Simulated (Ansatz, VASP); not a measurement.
Given: the input of a run of Ansatz 0.2.0 on Be4InCu. Atoms were shifted at random by some hundredths of an Å from the given cell, which wasn't relaxed again for these runs. The cell comes from a database or a generator and needn't be the stable form of this composition.

File input.yaml:

```yaml
crystal:
  lattice:
    - [0.0, 3.19204, 3.19204]
    - [3.19204, 0.0, 3.19204]
    - [3.19204, 3.19204, 0.0]
  atoms:
    - { symbol: In, position: [0.006054, -0.004009, 0.003637] }
    - { symbol: Cu, position: [0.24522, 0.254264, 0.241103] }
    - { symbol: Be, position: [0.122084, 0.628118, 0.622723] }
    - { symbol: Be, position: [0.614199, 0.617341, 0.627456] }
    - { symbol: Be, position: [0.621657, 0.621516, 0.125568] }
    - { symbol: Be, position: [0.628516, 0.121274, 0.627558] }
hamiltonian:
  xc: pbe
  pseudopotentials: { kind: paw }
kpoints:
  mp_grid: { grid: [7, 7, 7] }
scf:
  occupations: { method: fermi_dirac, width: 0.05 }
output:
  forces: true
  stress: true
  eigenvalues: true
  write_density: true
  write_potential: true
  elf: true
  volumetric_format: npy
```

Potentials or basis: Ansatz PAW.

The run is started by

```bash
$ ansatz run input.yaml --threads 2 --pin off --max-ram 5120MiB --backend cpu --events-out ev --progress --plain --runs-dir out
```

Q: Translate it to VASP 6.6.1. Potentials or basis there: PBE PAW files Be, Cu, In_d, 520 eV.

A: As run (cutoffs and basis follow the program's own potentials, and thresholds, step limits or extra output files can differ):

File INCAR:

```
SYSTEM = Be4InCu
ALGO = Normal
EDIFF = 1E-7
ENCUT = 520
GGA = PE
ISIF = 2
ISMEAR = -1
LASPH = .True.
LCHARG = .False.
LREAL = .False.
LWAVE = .False.
NBANDS = 25
NELM = 100
PREC = Accurate
SIGMA = 0.05
```

File KPOINTS:

```
k-points
0
Gamma
  7 7 7
  0 0 0
```

Contents of POSCAR:

```
Be4InCu
1.0
    0.0000000000      3.1920400000      3.1920400000
    3.1920400000      0.0000000000      3.1920400000
    3.1920400000      3.1920400000      0.0000000000
In Cu Be
1 1 4
Direct
    0.0060540000     -0.0040090000      0.0036370000
    0.2452200000      0.2542640000      0.2411030000
    0.1220840000      0.6281180000      0.6227230000
    0.6141990000      0.6173410000      0.6274560000
    0.6216570000      0.6215160000      0.1255680000
    0.6285160000      0.1212740000      0.6275580000
```

Potentials or basis: VASP PAW PBE potentials, release 64 (In_d, Cu, Be).

Run with:

```console
$ cat potpaw_PBE.64/In_d/POTCAR potpaw_PBE.64/Cu/POTCAR potpaw_PBE.64/Be/POTCAR > POTCAR
$ mpirun -np 1 vasp_std > vasp.out
```

Both were run:

|  | Ansatz | VASP |
| --- | --- | --- |
| Pressure | 0.8 GPa | 1.0 GPa |
| Largest force | 0.367 eV/Å | 0.368 eV/Å |

Ansatz's pressure holds a Pulay term of +0.07 GPa for its cutoff of 420 eV, which the other run lacks.

The potentials hold 40 and 32 valence electrons a cell.

Where Ansatz's input types no cutoff or centring, it takes its own default and a Γ-centred mesh.

Pressure is positive in compression.
